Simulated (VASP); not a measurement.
```yaml
crystal:
  lattice:
    - [4.17202, 0.00000, 0.00000]
    - [-2.08601, 3.61308, 0.00000]
    - [0.00000, 0.00000, 2.46601]
  atoms:
    - { symbol: Mn, position: [0.00000, 0.00000, 0.00000], spin: 2.1 }
    - { symbol: Si, position: [0.33333, 0.66667, 0.50000] }
    - { symbol: Si, position: [0.66667, 0.33333, 0.50000] }
```

The numbers are results of PBEsol GGA, VASP's PBE PAW potentials (set 64) (plane waves; VASP), not measurements. Run with 400 eV cut-off, Gaussian smearing of 0.050 eV, potentials Mn_pv Si.

The moments were started parallel, and other spin orders were not tried in this run.

**Question.** Give the spin-up energies of bands 5 to 14 at the high-symmetry points, in eV from the Fermi level.

**Answer.** 
| band | Γ | M | K | A | L | H |
|---|---|---|---|---|---|---|
| 5 | -5.94 | -11.10 | -11.48 | -8.05 | -6.01 | -7.20 |
| 6 | -5.94 | -6.15 | -8.37 | -3.88 | -5.81 | -5.46 |
| 7 | -4.72 | -5.29 | -3.09 | -3.88 | -5.32 | -5.46 |
| 8 | -3.49 | -2.68 | -2.60 | -2.27 | -4.80 | -3.86 |
| 9 | -1.80 | -2.46 | -2.60 | -2.27 | -1.50 | -2.03 |
| 10 | -1.80 | -0.80 | -0.76 | -0.83 | -1.36 | -1.09 |
| 11 | -0.69 | -0.71 | -0.76 | -0.83 | -0.75 | -1.09 |
| 12 | -0.69 | 0.00 | 2.01 | -0.62 | 0.85 | -1.05 |
| 13 | 0.59 | 4.16 | 2.16 | 1.05 | 0.86 | -1.05 |
| 14 | 0.59 | 5.26 | 2.16 | 2.94 | 0.96 | 2.74 |

**Question.** Give the spin-down energies of bands 5 to 14 at the high-symmetry points, in eV from the Fermi level.

**Answer.** 
| band | Γ | M | K | A | L | H |
|---|---|---|---|---|---|---|
| 5 | -5.67 | -11.05 | -11.47 | -7.96 | -6.00 | -6.97 |
| 6 | -5.67 | -6.13 | -8.24 | -2.56 | -5.82 | -5.38 |
| 7 | -4.77 | -4.94 | -2.07 | -2.56 | -5.10 | -5.38 |
| 8 | -2.52 | -1.56 | -1.61 | -1.01 | -4.02 | -3.82 |
| 9 | -1.71 | -1.15 | -1.61 | -1.01 | -0.12 | -1.40 |
| 10 | -1.71 | 1.40 | 1.45 | -0.86 | 0.17 | 0.49 |
| 11 | 1.58 | 1.51 | 1.45 | -0.86 | 1.03 | 0.49 |
| 12 | 1.58 | 1.54 | 2.34 | -0.66 | 1.08 | 0.53 |
| 13 | 2.09 | 4.13 | 2.87 | 2.45 | 1.66 | 0.53 |
| 14 | 2.09 | 5.36 | 2.87 | 2.88 | 1.94 | 3.78 |

It has no gap at this level: it comes out as a metal or semimetal.

The structure was generated: MnSi2 was put into the AlB2 type (P6/mmm), which need not be its known phase. It was relaxed first, which changed the volume by -47 %.
